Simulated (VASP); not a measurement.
# CsCaH3 (Pm-3m) in VASP: single point with LDA

Aim: the single point of CsCaH3 with LDA.

All numbers are computed with VASP 6.6.1; they aren't measurements. Logs are shortened: lines on timing, memory, paths and dates and some standing lists are left out, and cuts for length are marked.

**1. The crystal as given**

The structure is cubic, space group Pm-3m (No. 221). The conventional cell has a = 4.621 Å, b = 4.621 Å, c = 4.621 Å, α = 90.00°, β = 90.00°, γ = 90.00°. Cs (site symmetry m-3m) has 12 H at 3.27 Å as nearest neighbours. Ca (site symmetry m-3m) is surrounded by 6 H at 2.31 Å. Around H (site symmetry 4/mmm) lie 2 Ca at 2.31 Å.

The cell comes from a database or a generator and needn't be the stable form of this composition.

**2. Single point, LDA**

File INCAR:

```
SYSTEM = CsCaH3
PREC = Accurate ; ENCUT = 520
EDIFF = 1E-6 ; ISMEAR = 0
SIGMA = 0.1 ; LREAL = .False.
LASPH = .True. ; NELM = 100
ALGO = Normal ; ISIF = 2
LWAVE = .False. ; LCHARG = .False.
NBANDS = 19
```

File KPOINTS:

```
regular mesh
0
Gamma
  4 4 4
  0 0 0
```

File POSCAR:

```
CsCaH3
1.0
    4.6211860000      0.0000000000      0.0000000000
    0.0000000000      4.6211860000      0.0000000000
    0.0000000000      0.0000000000      4.6211860000
Cs Ca H
1 1 3
Direct
    0.0000000000      0.0000000000      0.0000000000
    0.5000000000      0.5000000000      0.5000000000
    0.5000000000      0.0000000000      0.5000000000
    0.0000000000      0.5000000000      0.5000000000
    0.5000000000      0.5000000000      0.0000000000
```

Potentials or basis: VASP PAW LDA potentials, release 64 (Cs_sv, Ca_sv, H).

Started as:

```bash
cat potpaw_LDA.64/Cs_sv/POTCAR potpaw_LDA.64/Ca_sv/POTCAR potpaw_LDA.64/H/POTCAR > POTCAR
mpirun -np 1 vasp_std > vasp.out
```

OUTCAR:

```text
SYSTEM = CsCaH3
   PREC = Accurate
   ENCUT = 520
   EDIFF = 1E-6
   ISMEAR = 0
   LREAL = .False.
   LASPH = .True.
   NELM = 100
   ISIF = 2

 ion  position               nearest neighbor table
   1  0.000  0.000  0.000-
   2  0.500  0.500  0.500-
   3  0.500  0.000  0.500-
   4  0.000  0.500  0.500-
   5  0.500  0.500  0.000-

  LATTYP: Found a simple cubic cell.
 ALAT       =     4.6211860000

  Lattice vectors:

 A1 = (   4.6211860000,   0.0000000000,   0.0000000000)
 A2 = (   0.0000000000,   4.6211860000,   0.0000000000)
 A3 = (   0.0000000000,   0.0000000000,   4.6211860000)

Analysis of symmetry for initial positions (statically):
=====================================================================
 Subroutine PRICEL returns:
 Original cell was already a primitive cell.

 Routine SETGRP: Setting up the symmetry group for a
 simple cubic supercell.

 Subroutine GETGRP returns: Found 48 space group operations
 (whereof 48 operations were pure point group operations)
 out of a pool of 48 trial point group operations.

The static configuration has the point symmetry O_h .

Analysis of symmetry for dynamics (positions and initial velocities):
=====================================================================
 Subroutine PRICEL returns:
 Original cell was already a primitive cell.

 Routine SETGRP: Setting up the symmetry group for a
 simple cubic supercell.

 Subroutine GETGRP returns: Found 48 space group operations
 (whereof 48 operations were pure point group operations)
 out of a pool of 48 trial point group operations.

The dynamic configuration has the point symmetry O_h .

 Subroutine INISYM returns: Found 48 space group operations
 (whereof 48 operations are pure point group operations),
 and found     1 'primitive' translations

----------------------------------------------------------------------------------------

                                     Primitive cell

  volume of cell :      98.6871

  direct lattice vectors                    reciprocal lattice vectors
     4.621186000  0.000000000  0.000000000     0.216394666  0.000000000  0.000000000
     0.000000000  4.621186000  0.000000000     0.000000000  0.216394666  0.000000000
     0.000000000  0.000000000  4.621186000     0.000000000  0.000000000  0.216394666

  length of vectors
     4.621186000  4.621186000  4.621186000     0.216394666  0.216394666  0.216394666

  position of ions in fractional coordinates (direct lattice)
     0.000000000  0.000000000  0.000000000
     0.500000000  0.500000000  0.500000000
     0.500000000  0.000000000  0.500000000
     0.000000000  0.500000000  0.500000000
     0.500000000  0.500000000  0.000000000

  ion indices of the primitive-cell ions
   primitive index   ion index
                 1           1
                 2           2
                 3           3
                 4           4
                 5           5

----------------------------------------------------------------------------------------

 KPOINTS: regular mesh

Automatic generation of k-mesh.
 Grid dimensions read from file:
 generate k-points for:    4    4    4

 Generating k-lattice:

  Cartesian coordinates                     Fractional coordinates (reciprocal lattice)
     0.054098666  0.000000000  0.000000000     0.250000000  0.000000000  0.000000000
     0.000000000  0.054098666  0.000000000     0.000000000  0.250000000  0.000000000
     0.000000000  0.000000000  0.054098666     0.000000000  0.000000000  0.250000000

  Length of vectors
     0.054098666  0.054098666  0.054098666

  Shift w.r.t. Gamma in fractional coordinates (k-lattice)
     0.000000000  0.000000000  0.000000000

 Subroutine IBZKPT returns following result:
 ===========================================

 Found     10 irreducible k-points:

 Following reciprocal coordinates:
            Coordinates               Weight
  0.000000  0.000000  0.000000      1.000000
  0.250000  0.000000  0.000000      6.000000
  0.500000  0.000000  0.000000      3.000000
  0.250000  0.250000  0.000000     12.000000
  0.500000  0.250000  0.000000     12.000000
  0.500000  0.500000  0.000000      3.000000
  0.250000  0.250000  0.250000      8.000000
  0.500000  0.250000  0.250000     12.000000
  0.500000  0.500000  0.250000      6.000000
  0.500000  0.500000  0.500000      1.000000
   k-points           NKPTS =     10   k-points in BZ     NKDIM =     10   number of bands    NBANDS=     19
   number of dos      NEDOS =    301   number of ions     NIONS =      5
   total plane-waves  NPLWV =  46656
   dimension x,y,z NGX =    36 NGY =   36 NGZ =   36
   dimension x,y,z NGXF=    72 NGYF=   72 NGZF=   72
   ions per type =               1   1   3
   NGX,Y,Z   is equivalent  to a cutoff of  12.95, 12.95, 12.95 a.u.
   NGXF,Y,Z  is equivalent  to a cutoff of  25.90, 25.90, 25.90 a.u.
 SYSTEM =  CsCaH3
   PREC   = accura    normal or accurate (medium, high low for compatibility)
   ISTART =      0    job   : 0-new  1-cont  2-samecut
   ICHARG =      2    charge: 1-file 2-atom 10-const
   ISPIN  =      1    spin polarized calculation?
   LNONCOLLINEAR =      F non collinear calculations
   LSORBIT =      F    spin-orbit coupling
   LASPH  =      T    aspherical Exc in radial PAW
   ENCUT  =  520.0 eV  38.22 Ry    6.18 a.u.   8.59  8.59  8.59*2*pi/ulx,y,z
   NELM   =    100;   NELMIN=  2; NELMDL= -5     # of ELM steps
   EDIFF  = 0.1E-05   stopping-criterion for ELM
   LREAL  =      F    real-space projection
   EDIFFG = 0.1E-04   stopping-criterion for IOM
   NSW    =      0    number of steps for IOM
   IBRION =     -1    ionic relax: 0-MD 1-quasi-New 2-CG
   NFREE  =      0    steps in history (QN), initial steepest desc. (CG)
   ISIF   =      2    stress and relaxation
   ISYM   =      2    0-nonsym 1-usesym 2-fastsym
   POTIM  = 0.5000    time-step for ionic-motion
   TEBEG  =    0.0;   TEEND  =   0.0 temperature during run
   PSTRESS=    0.0 pullay stress
   NELECT =      22.0000    total number of electrons
   NUPDOWN=      -1.0000    fix difference up-down
   EMIN   =  10.00;   EMAX   =-10.00  energy-range for DOS
   EFERMI =   0.00;   METHOD = LEGACY
   ISMEAR =     0;   SIGMA  =   0.10  broadening in eV -4-tet -1-fermi 0-gaus
   EFERMI_NEDOS =   21; number of points for ismear=-14 and -15
   IALGO  =     38    algorithm
   IMIX   =      4    mixing-type and parameters
     AMIX     =   0.40;   BMIX     =  1.00
     AMIX_MAG =   1.60;   BMIX_MAG =  1.00
  volume/ion in A,a.u.               =      19.74       133.19
  Fermi-wavevector in a.u.,A,eV,Ry     =   0.992649  1.875834 13.406522  0.985352
  Thomas-Fermi vector in A             =   2.124475
   LORBIT       =      0    0 simple, 1 ext, 2 COOP (PROOUT), +10 PAW based schemes
   GGA     = CA    functional components
   LHFCALC =     F    Hartree Fock is set to
   AEXX    =    0.0000 exact exchange contribution
   IVDW    =     0    specifies the selected vdW correction
   LEPSILON=     F    determine dielectric tensor
   LRPA    =     F    only Hartree local field effects (RPA)
 non-spin polarized calculation
 Gauss-broadening in eV      SIGMA  =   0.10
  energy-cutoff  :      520.00
  volume of cell :       98.69
 maximum number of plane-waves:      2680
 NGX is ok and might be reduce to    36
   NGX = 17   NGY = 17   NGZ = 17

 number of electron      22.0000008 magnetization

 Free energy of the ion-electron system (eV)
  ---------------------------------------------------
  ext. energy  EPLUGINS =         0.00000000
  ---------------------------------------------------
  free energy    TOTEN  =       -15.88741716 eV

  energy without entropy =      -15.88741716  energy(sigma->0) =      -15.88741716

 E-fermi :  -0.0730     XC(G=0):  -8.3896

 val. band max:       -0.5225115380   @ k =   0.5000   0.5000   0.0000
 cond. band min:       2.2712078072   @ k =   0.5000   0.5000   0.0000
 fundamental gap:      2.7937193452
 Fermi energy:        -0.0730090555

 k-point     1 :       0.0000    0.0000    0.0000
  band No.  band energies     occupation
      1     -39.0749      2.00000
      2     -20.6666      2.00000
      3     -20.3820      2.00000
      4     -20.3820      2.00000
      5     -20.3820      2.00000
      6      -7.3920      2.00000
[... 11 lines left out ...]
     18       6.6234      0.00000
     19       6.6234      0.00000

 k-point     2 :       0.2500    0.0000    0.0000
  band No.  band energies     occupation
      1     -39.0745      2.00000
      2     -20.6704      2.00000
      3     -20.3814      2.00000
      4     -20.3814      2.00000
      5     -20.3790      2.00000
      6      -7.6874      2.00000
[... 11 lines left out ...]
     18       5.5842      0.00000
     19       6.7073      0.00000

 k-point     3 :       0.5000    0.0000    0.0000
  band No.  band energies     occupation
      1     -39.0742      2.00000
      2     -20.6749      2.00000
      3     -20.3807      2.00000
      4     -20.3807      2.00000
      5     -20.3749      2.00000
      6      -7.9414      2.00000
[... 11 lines left out ...]
     18       5.2040      0.00000
     19       6.0512      0.00000

 k-point     4 :       0.2500    0.2500    0.0000
  band No.  band energies     occupation
      1     -39.0742      2.00000
      2     -20.6601      2.00000
      3     -20.3944      2.00000
      4     -20.3807      2.00000
      5     -20.3777      2.00000
      6      -7.6704      2.00000
[... 99 lines left out ...]
     18       6.3891      0.00000
     19       7.2995      0.00000

 k-point     9 :       0.5000    0.5000    0.2500
  band No.  band energies     occupation
      1     -39.0730      2.00000
      2     -20.6127      2.00000
      3     -20.4058      2.00000
      4     -20.4058      2.00000
      5     -20.3922      2.00000
      6      -7.7370      2.00000
[... 11 lines left out ...]
     18       7.2578      0.00000
     19       7.9847      0.00000

 k-point    10 :       0.5000    0.5000    0.5000
  band No.  band energies     occupation
      1     -39.0727      2.00000
      2     -20.6025      2.00000
      3     -20.4049      2.00000
      4     -20.4049      2.00000
      5     -20.4049      2.00000
      6      -7.6933      2.00000
[... 11 lines left out ...]
     18       8.0977      0.00000
     19       8.0977      0.00000

------------------------ aborting loop because EDIFF is reached ----------------------------------------

  FORCE on cell =-STRESS in cart. coord.  units (eV):
  Direction    XX          YY          ZZ          XY          YZ          ZX
  --------------------------------------------------------------------------------------
  -------------------------------------------------------------------------------------
  Total       -1.4262608     -1.4262608     -1.4262608     -0.0000000     -0.0000000     -0.0000000
  in kB      -23.1552336    -23.1552336    -23.1552336     -0.0000000     -0.0000000     -0.0000000
  external PRESSURE =     -23.1552336 kB  Pullay stress =       0.0000000 kB

 VOLUME and BASIS-vectors are now :
 -----------------------------------------------------------------------------
  energy-cutoff  :      520.00
  volume of cell :       98.69
      direct lattice vectors                 reciprocal lattice vectors
     4.621186000  0.000000000  0.000000000     0.216394666  0.000000000  0.000000000
     0.000000000  4.621186000  0.000000000     0.000000000  0.216394666  0.000000000
     0.000000000  0.000000000  4.621186000     0.000000000  0.000000000  0.216394666

 POSITION                                       TOTAL-FORCE (eV/Angst)
 -----------------------------------------------------------------------------------
      0.00000      0.00000      0.00000         0.000000      0.000000      0.000000
      2.31059      2.31059      2.31059         0.000000      0.000000      0.000000
      2.31059      0.00000      2.31059         0.000000      0.000000      0.000000
      0.00000      2.31059      2.31059         0.000000      0.000000      0.000000
      2.31059      2.31059      0.00000         0.000000      0.000000      0.000000
 -----------------------------------------------------------------------------------
    total drift:                                0.000000      0.000000      0.000000

  FREE ENERGIE OF THE ION-ELECTRON SYSTEM (eV)
  ---------------------------------------------------
  free  energy   TOTEN  =       -15.8874171611 eV

  energy  without entropy=      -15.8874171611  energy(sigma->0) =      -15.88741716
```

Wall time 12 s (1 thread of AMD EPYC 9R45 (Zen 5), shared host); peak memory 0.15 GiB.

What came out:

```yaml
Free_energy: -15.8874 eV
Pressure: -2.3 GPa
Band_gap_on_the_k_mesh: 2.79 eV, direct
```

Levels at points of the mesh, in eV from the valence-band top:
| k point | band 7 | band 8 | band 9 | band 10 | band 11 | band 12 | band 13 | band 14 | band 15 | band 16 |
| --- | --- | --- | --- | --- | --- | --- | --- | --- | --- | --- |
| (0.00, 0.00, 0.00) | -6.87 | -6.87 | -2.81 | -0.68 | -0.68 | 5.35 | 5.35 | 5.35 | 6.29 | 6.29 |
| (0.50, 0.00, 0.00) | -6.84 | -6.84 | -1.24 | -0.89 | -0.40 | 4.68 | 5.15 | 5.15 | 5.37 | 5.37 |
| (0.50, 0.50, 0.00) | -7.26 | -6.79 | -1.51 | 0.00 | 0.00 | 2.79 | 4.21 | 4.21 | 5.02 | 5.81 |
| (0.50, 0.50, 0.50) | -7.17 | -7.17 | -0.61 | -0.61 | -0.61 | 4.45 | 4.45 | 4.45 | 4.81 | 5.85 |

Caveat: spin-orbit coupling is left out, which moves the levels of the heavy elements. A k mesh can miss the band edges.
